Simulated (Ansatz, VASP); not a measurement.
# Cu (generalised stacking fault on (111) of Cu): VASP beside Ansatz, part 2 of 3

Wanted: the spread between two codes on one cell, functional and k mesh. Of the first pair: The structure shown is the start of the Ansatz relaxation below; VASP solves that cell, so the two are compared at the walk's first step.

VASP 6.6.1 and Ansatz 0.2.0.

So far: The structure; Ansatz: relaxation, PBE.

## (3) VASP: single point, PBE, start cell, pair 1

Level of this step: PBE; plane waves and PAW (Cu) (VASP).

The same cell, functional, mesh and smearing now go to VASP, with its own data sets.

Lines of VASP's logs that name or quote its potential files are left out, and so is its time.

File INCAR:

```
SYSTEM = Cu
PREC = Accurate
ENCUT = 520
EDIFF = 1E-06
NELM = 120
ISMEAR = -1
SIGMA = 0.1
LREAL = .FALSE.
ALGO = Normal
GGA = PE
NBANDS = 81
LASPH = .TRUE.
LORBIT = 11
LWAVE = .FALSE.
LCHARG = .FALSE.
ISIF = 2
GGA_COMPAT = .FALSE.
KPAR = 2
```

File POSCAR:

```
Cu
1.0
    2.5703400000      0.0000000000      0.0000000000
   -1.2851600000      2.2259800000      0.0000000000
    0.6425800000     -0.3710000000     25.1840200000
Cu
12
Direct
    0.9667165409      0.0332686040      0.1995709978
    0.2862746507      0.7137104943      0.2822007765
    0.6057782666      0.3942068784      0.3652042049
    0.9252277718      0.0747573731      0.4485507080
    0.2446690749      0.7553160700      0.5318813279
    0.5641204352      0.4358647097      0.6152099625
    0.8835531349      0.1164320100      0.6985405825
    0.2030044952      0.7969806497      0.7818692171
    0.5224457983      0.4775393467      0.8651998370
    0.8418953036      0.1580898414      0.9485463401
    0.1613989194      0.8385862255      0.0315497685
    0.4809570292      0.5190281157      0.1141795472
```

File KPOINTS:

```
Automatic mesh
0
Gamma
12 12 1
0 0 0
```

Potentials, in the order of the species: Cu (PBE family, release 64).

On the command line:

```sh
> mpirun -np 2 vasp_std
```

Numbers of over 12 decimals in the logs are rounded to 6 here.

Log:

```text
[banner, memory and clock lines left out]
running    2 mpi-ranks, on    1 nodes
 distrk:  each k-point on    1 cores,    2 groups
 distr:  one band on    1 cores,    1 groups

 POSCAR found type information on POSCAR Cu
 POSCAR found :  1 types and      12 ions
 LDA part: xc-table for (Slater+PW92), standard interpolation
 POSCAR, INCAR and KPOINTS ok, starting setup
 FFT: planning ... GRIDC
 FFT: planning ... GRID_SOFT
 FFT: planning ... GRID
 WAVECAR not read
 entering main loop
       N       E                     dE             d eps       ncg     rms          rms(c)
DAV:   1     0.132998849821E+04    0.13300E+04   -0.54350E+04  6966   0.292E+03
DAV:   2     0.173295531231E+03   -0.11567E+04   -0.11184E+04  6966   0.560E+02
DAV:   3    -0.427551673533E+02   -0.21605E+03   -0.19955E+03  6983   0.270E+02
DAV:   4    -0.552570792087E+02   -0.12502E+02   -0.12220E+02  7703   0.909E+01
DAV:   5    -0.554762861872E+02   -0.21921E+00   -0.21891E+00  7969   0.136E+01    0.265E+01
DAV:   6    -0.488676100643E+02    0.66087E+01   -0.11009E+02  7876   0.129E+02    0.134E+01
DAV:   7    -0.448162365110E+02    0.40514E+01   -0.19230E+01  8140   0.793E+01    0.453E+00
DAV:   8    -0.447677663520E+02    0.48470E-01   -0.84229E+00  8924   0.595E+01    0.166E+00
DAV:   9    -0.447729592011E+02   -0.51928E-02   -0.17778E+00  8731   0.203E+01    0.213E+00
DAV:  10    -0.447582674376E+02    0.14692E-01   -0.55001E-01  7971   0.129E+01    0.171E+00
DAV:  11    -0.447410234172E+02    0.17244E-01   -0.82514E-02  8196   0.389E+00    0.131E+00
DAV:  12    -0.447181566752E+02    0.22867E-01   -0.45708E-02  8138   0.332E+00    0.652E-01
DAV:  13    -0.447130742534E+02    0.50824E-02   -0.22326E-02  8257   0.221E+00    0.247E-01
DAV:  14    -0.447130603858E+02    0.13868E-04   -0.68795E-03  8136   0.137E+00    0.155E-01
DAV:  15    -0.447128980259E+02    0.16236E-03   -0.11264E-03  8113   0.599E-01    0.922E-02
DAV:  16    -0.447128263975E+02    0.71628E-04   -0.49989E-04  7819   0.416E-01    0.451E-02
DAV:  17    -0.447128259527E+02    0.44478E-06   -0.23064E-04  8345   0.289E-01    0.315E-02
DAV:  18    -0.447128199828E+02    0.59699E-05   -0.12326E-04  8339   0.241E-01    0.786E-03
DAV:  19    -0.447128180790E+02    0.19038E-05   -0.18717E-05  7961   0.583E-02    0.657E-03
DAV:  20    -0.447128174134E+02    0.66568E-06   -0.35160E-06  5875   0.299E-02
   1 F= -.44712817E+02 E0= -.44640026E+02  d E =-.145583E+00
```

From OUTCAR (step 3):

```text
ion  position               nearest neighbor table
   1  0.967  0.033  0.200-  12 2.51  12 2.51   2 2.56   2 2.56   2 2.56
   2  0.286  0.714  0.282-   1 2.56   1 2.56   1 2.56   3 2.56   3 2.56   3 2.56
   3  0.606  0.394  0.365-   2 2.56   2 2.56   2 2.56   4 2.57   4 2.57   4 2.57
   4  0.925  0.075  0.449-   5 2.57   5 2.57   5 2.57   3 2.57   3 2.57   3 2.57
   5  0.245  0.755  0.532-   6 2.57   6 2.57   6 2.57   4 2.57   4 2.57   4 2.57
   6  0.564  0.436  0.615-   5 2.57   5 2.57   7 2.57   5 2.57   7 2.57   7 2.57
   7  0.884  0.116  0.699-   8 2.57   8 2.57   6 2.57   8 2.57   6 2.57   6 2.57
   8  0.203  0.797  0.782-   7 2.57   7 2.57   7 2.57   9 2.57   9 2.57   9 2.57
   9  0.522  0.478  0.865-   8 2.57   8 2.57   8 2.57  10 2.57  10 2.57  10 2.57
  10  0.842  0.158  0.949-  11 2.56  11 2.56  11 2.56   9 2.57   9 2.57   9 2.57
  11  0.161  0.839  0.032-  12 2.56  12 2.56  12 2.56  10 2.56  10 2.56  10 2.56
  12  0.481  0.519  0.114-   1 2.51   1 2.51  11 2.56  11 2.56  11 2.56

  LATTYP: Found a base centered monoclinic cell.
 ALAT       =     4.4519509443
 B/A-ratio  =     0.5773525496
 C/A-ratio  =     5.6593049851
 COS(beta)  =    -0.0294499754

 Subroutine GETGRP returns: Found  4 space group operations
 (whereof  1 operations were pure point group operations)

The static configuration has the point symmetry C_1 .
 The point group associated with its full space group is C_2h.

 Found     43 irreducible k-points:

   k-points           NKPTS =     43   k-points in BZ     NKDIM =     43   number of bands    NBANDS=     81

   dimension x,y,z NGX =    20 NGY =   20 NGZ =  192
   dimension x,y,z NGXF=    40 NGYF=   40 NGZF=  384

   ENCUT  =  520.0 eV  38.22 Ry    6.18 a.u.   4.78  4.78 46.85*2*pi/ulx,y,z

   NELECT =     132.0000    total number of electrons

 k-points in reciprocal lattice and weights: Automatic mesh
   0.00000000  0.00000000  0.00000000       0.007
   0.08333333 -0.00000000  0.00000000       0.028
   0.16666667  0.00000000  0.00000000       0.028
   0.25000000  0.00000000  0.00000000       0.028
   0.33333333  0.00000000  0.00000000       0.028
   0.41666667  0.00000000  0.00000000       0.028
   0.50000000  0.00000000  0.00000000       0.014
   0.08333333  0.08333333  0.00000000       0.014
   0.16666667  0.08333333  0.00000000       0.028
[...]
-0.41666667  0.41666667 -0.00000000       0.014
   0.50000000  0.50000000  0.00000000       0.007

 average (electrostatic) potential at core
       1 -63.8535       2 -63.8821       3 -63.8752       4 -63.8732       5 -63.8729
       6 -63.8730       7 -63.8730       8 -63.8729       9 -63.8732      10 -63.8752
      11 -63.8821      12 -63.8536

 E-fermi :   7.3256

 k-point     1 :       0.0000    0.0000    0.0000
  band No.  band energies     occupation
    ...
     68       5.7087      2.00000
     69       5.7111      2.00000
     70       5.7366      2.00000
     71       5.7880      2.00000
     72       6.4293      1.99974
     73      11.0546      0.00000
     74      12.6532      0.00000
     75      12.7020      0.00000
     76      15.8442      0.00000
     77      15.9243      0.00000
    ...

 k-point     2 :       0.0833   -0.0000    0.0000
  band No.  band energies     occupation
    ...
     68       5.7473      2.00000
     69       5.8466      2.00000
     70       6.3857      1.99983
     71       6.4826      1.99956
     72       7.2657      1.29100
     73      11.1155      0.00000
     74      12.7694      0.00000
     75      12.8567      0.00000
     76      15.9924      0.00000
     77      16.1144      0.00000
    ...

 k-point     3 :       0.1667    0.0000    0.0000
  band No.  band energies     occupation
    ...
     66       5.7602      2.00000
     67       5.8188      2.00000
     68       6.0476      1.99999
     69       6.4026      1.99980
     70       7.2813      1.21810
     71       7.4864      0.33382
     72       8.5763      0.00001
     73      11.3257      0.00000
     74      13.1728      0.00000
     75      13.3194      0.00000
    ...

  Total       -0.1974093      0.1531941      0.0901285      0.3036345      0.0134653     -0.0233216
  in kB       -2.1950348      1.7033962      1.0021574      3.3761743      0.1497235     -0.2593173
  external PRESSURE =       0.1701729 kB  Pullay stress =       0.0000000 kB

  energy-cutoff  :      520.00
  volume of cell :      144.09
      direct lattice vectors                 reciprocal lattice vectors
     2.570340000  0.000000000  0.000000000     0.389053588  0.224618420 -0.006617872
    -1.285160000  2.225980000  0.000000000     0.000000000  0.449240335  0.006618013
     0.642580000 -0.371000000 25.184020000     0.000000000  0.000000000  0.039707719

 POSITION                                       TOTAL-FORCE (eV/Angst)
 -----------------------------------------------------------------------------------
      2.57028      0.00001      5.02600        -0.019030      0.010987     -0.031011
     -0.00007      1.48401      7.10695         0.005788     -0.003342      0.043223
      1.28511      0.74201      9.19731        -0.002409      0.001391      0.030810
      2.57030     -0.00000     11.29631        -0.000672      0.000388     -0.001115
     -0.00004      1.48399     13.39491         0.000641     -0.000370     -0.000102
      1.28515      0.74198     15.49346         0.000019     -0.000011      0.000567
      2.57027      0.00002     17.59206        -0.000019      0.000011     -0.000567
     -0.00004      1.48399     19.69061        -0.000641      0.000370      0.000102
      1.28511      0.74200     21.78921         0.000672     -0.000388      0.001115
      2.57030     -0.00001     23.88821         0.002409     -0.001391     -0.030810
     -0.64259      1.85497      0.79455        -0.005788      0.003342     -0.043223
      0.64256      1.11299      2.87550         0.019030     -0.010987      0.031011
 -----------------------------------------------------------------------------------
    total drift:                                0.000039     -0.000018     -0.000778

  FREE ENERGIE OF THE ION-ELECTRON SYSTEM (eV)
  ---------------------------------------------------
  free  energy   TOTEN  =       -44.7128174134 eV

  energy  without entropy=      -44.5672343417  energy(sigma->0) =      -44.64002588

 total charge
# of ion       s       p       d       tot
------------------------------------------
    1        0.442   0.366   9.173   9.982
    2        0.444   0.375   9.171   9.990
    3        0.443   0.373   9.170   9.986
    4        0.442   0.371   9.171   9.984
    5        0.442   0.371   9.171   9.984
    6        0.442   0.371   9.171   9.984
    7        0.442   0.371   9.171   9.984
    8        0.442   0.371   9.171   9.984
    9        0.442   0.371   9.171   9.984
   10        0.443   0.373   9.170   9.986
   11        0.444   0.375   9.171   9.990
   12        0.442   0.366   9.173   9.982
--------------------------------------------------
tot          5.311   4.455 110.053 119.819

[... 3 further parts left out ...]
```

The run ends at a pressure of 0.02 GPa, with forces up to 0.044 eV/Å.

## (4) Comparison

Known differences besides the potentials themselves: the data sets hold 228 valence electrons in Ansatz (on its default PAW (the set named soft_2) files) and 132 in VASP; the cutoff is 420 eV in Ansatz and 520 eV in VASP. Total energies have different zeros and are not compared.

The forces differ by 0.43 meV/Å r.m.s.; no other quantity is compared for this pair.

## (5) Ansatz: relaxation, PBE

This run makes the geometry at which the two programs are then compared.

The structure compared here is the end of the Ansatz relaxation.

File input.yaml:

```yaml
crystal:
  lattice:
    - [2.57034, 0.0, 0.0]
    - [-1.28516, 2.22598, 0.0]
    - [0.64258, -0.371, 25.18402]
  atoms:
    - { symbol: Cu, position: [0.96674, 0.03326, 0.19957] }
    - { symbol: Cu, position: [0.2863, 0.7137, 0.2822] }
    - { symbol: Cu, position: [0.6058, 0.3942, 0.3652] }
    - { symbol: Cu, position: [0.92524, 0.07476, 0.44855] }
    - { symbol: Cu, position: [0.24468, 0.75532, 0.53188] }
    - { symbol: Cu, position: [0.56414, 0.43586, 0.61521] }
    - { symbol: Cu, position: [0.88358, 0.11642, 0.69854] }
    - { symbol: Cu, position: [0.20302, 0.79698, 0.78187] }
    - { symbol: Cu, position: [0.52246, 0.47754, 0.8652] }
    - { symbol: Cu, position: [0.84192, 0.15808, 0.94854] }
    - { symbol: Cu, position: [0.16142, 0.83858, 0.03155] }
    - { symbol: Cu, position: [0.48098, 0.51902, 0.11418] }
kpoints:
  mp_grid: { grid: [12, 12, 1] }
hamiltonian:
  xc: pbe
scf:
  occupations: { method: fermi_dirac, width: 0.1 }
output:
  forces: true
relax:
  f_tol: 0.05
  max_steps: 120
  constraints: [{ sites: [0, 1, 2, 3, 4, 5, 6, 7, 8, 9, 10, 11], fix: xy }]
```

On the command line:

```sh
> ansatz run input.yaml --threads 11 --pin off --max-ram 102400MiB --backend cuda --events-out ev --progress --plain --runs-dir out
```

Log:

```text
[...]
GPU FFT provider: cuFFT
GPU libraries: cuBLAS 13.8.2, cuFFT 12.4.0, cuSOLVER 12.3.4
Crystal: 12 atoms, lattice volume = 144.091 Å³
Basis set: ecut = 420 eV, 2887 PW (Γ), exchange–correlation on 36×36×360 points (8 copies of the dense FFT grid, shifted against one another)
Bands: 137, of which v1, the nominal top of the filled ones, is band 114 counted from 1 (113 counted from 0)
[...]
- { symbol: Cu, position: [0.244687, 0.755313, 0.531879] }
    - { symbol: Cu, position: [0.564137, 0.435863, 0.615209] }
    - { symbol: Cu, position: [0.883577, 0.116423, 0.698539] }
    - { symbol: Cu, position: [0.203027, 0.796973, 0.781869] }
    - { symbol: Cu, position: [0.522467, 0.477533, 0.865199] }
    - { symbol: Cu, position: [0.841917, 0.158083, 0.948544] }
    - { symbol: Cu, position: [0.161417, 0.838583, 0.031549] }
    - { symbol: Cu, position: [0.480977, 0.519023, 0.114179] }
[key lines of the parts left out:]
SCF converged after 6 iterations
Free energy (F): -79502.069718 eV
Fermi energy:    16.365004 eV
```

## (6) VASP: single point, PBE, relaxed cell, pair 2

The same cell, functional, mesh and smearing now go to VASP, with its own data sets.

INCAR is that of step 3.

File POSCAR:

```
Cu
1.0
    2.5703380000     -0.0000010000      0.0000000000
   -1.2851600000      2.2259830000      0.0000000000
    0.6425810000     -0.3709990000     25.1840200000
Cu
12
Direct
    0.9667400000      0.0332600000      0.1995700000
    0.2863000000      0.7137000000      0.2822000000
    0.6058000000      0.3942000000      0.3652050000
    0.9252500000      0.0747500000      0.4485500000
    0.2446900000      0.7553100000      0.5318800000
    0.5641400000      0.4358600000      0.6152100000
    0.8835800000      0.1164200000      0.6985400000
    0.2030300000      0.7969700000      0.7818700000
    0.5224700000      0.4775300000      0.8652000000
    0.8419200000      0.1580800000      0.9485450000
    0.1614200000      0.8385800000      0.0315500000
    0.4809800000      0.5190200000      0.1141800000
```

KPOINTS is that of step 3.

On the command line:

```sh
> mpirun -np 2 vasp_std
```

Log:

```text
[... set-up lines as in an earlier step ...]
 entering main loop
       N       E                     dE             d eps       ncg     rms          rms(c)
DAV:   1     0.132999065375E+04    0.13300E+04   -0.54350E+04  6966   0.292E+03
DAV:   2     0.173298469685E+03   -0.11567E+04   -0.11184E+04  6966   0.560E+02
DAV:   3    -0.427538705178E+02   -0.21605E+03   -0.19955E+03  6983   0.270E+02
DAV:   4    -0.552569711131E+02   -0.12503E+02   -0.12221E+02  7703   0.909E+01
[...]
DAV:  18    -0.447127419464E+02    0.60750E-05   -0.12292E-04  8332   0.240E-01    0.782E-03
DAV:  19    -0.447127400504E+02    0.18960E-05   -0.18582E-05  7969   0.582E-02    0.652E-03
DAV:  20    -0.447127394034E+02    0.64706E-06   -0.33444E-06  5611   0.294E-02
   1 F= -.44712739E+02 E0= -.44639948E+02  d E =-.145583E+00
```

Parts of OUTCAR (step 6):

```text
  Total       -0.2060222      0.1446056      0.0815028      0.3036557      0.0134654     -0.0233228
  in kB       -2.2908022      1.6078986      0.9062460      3.3764085      0.1497242     -0.2593313
  external PRESSURE =       0.0744475 kB  Pullay stress =       0.0000000 kB

 POSITION                                       TOTAL-FORCE (eV/Angst)
 -----------------------------------------------------------------------------------
      2.57034     -0.00001      5.02597        -0.019027      0.010985     -0.030854
      0.00001      1.48399      7.10693         0.005771     -0.003332      0.043345
      1.28517      0.74199      9.19733        -0.002400      0.001386      0.030524
      2.57037     -0.00002     11.29629        -0.000677      0.000391     -0.001029
      0.00002      1.48398     13.39488         0.000640     -0.000369      0.000085
      1.28520      0.74197     15.49346         0.000043     -0.000025      0.000395
      2.57035     -0.00001     17.59205        -0.000043      0.000025     -0.000395
      0.00004      1.48397     19.69063        -0.000640      0.000369     -0.000085
      1.28518      0.74198     21.78921         0.000677     -0.000391      0.001029
      2.57038     -0.00003     23.88818         0.002400     -0.001386     -0.030524
     -0.64253      1.85496      0.79456        -0.005771      0.003332     -0.043345
      0.64263      1.11297      2.87551         0.019027     -0.010985      0.030854
 -----------------------------------------------------------------------------------
    total drift:                                0.000039     -0.000018     -0.000779

  FREE ENERGIE OF THE ION-ELECTRON SYSTEM (eV)
  ---------------------------------------------------
  free  energy   TOTEN  =       -44.7127394034 eV

  energy  without entropy=      -44.5671559063  energy(sigma->0) =      -44.63994765

[... 1 part as in an earlier step ...]

[... 2 further parts left out ...]
[key lines of the parts left out:]
E-fermi :   7.3256
```

The run ends at a pressure of 0.01 GPa, with forces up to 0.044 eV/Å.

## (7) Side by side

What differs besides the data sets and the points named for the pairs above, as far as they apply: the data sets hold 228 valence electrons in Ansatz (on its default PAW (the set named soft_2) files) and 132 in VASP. Total energies have different zeros and are not compared.

The forces differ by 0.39 meV/Å r.m.s.; no other quantity is compared for this pair.

[end of part 2 of 3]

[Lines on the potential files, build, host, timing and source positions are cut from VASP's logs without a mark.]

[Logs are printed without paths, hosts, clocks, repeated set-up lines and the standing remarks that a program may print on its own settings, such as how far it seeks lower states.]

[Hosts, paths, dates, database ids (printed as entryN), source tags and the programs' standing remarks are cut or masked in the printed files.]
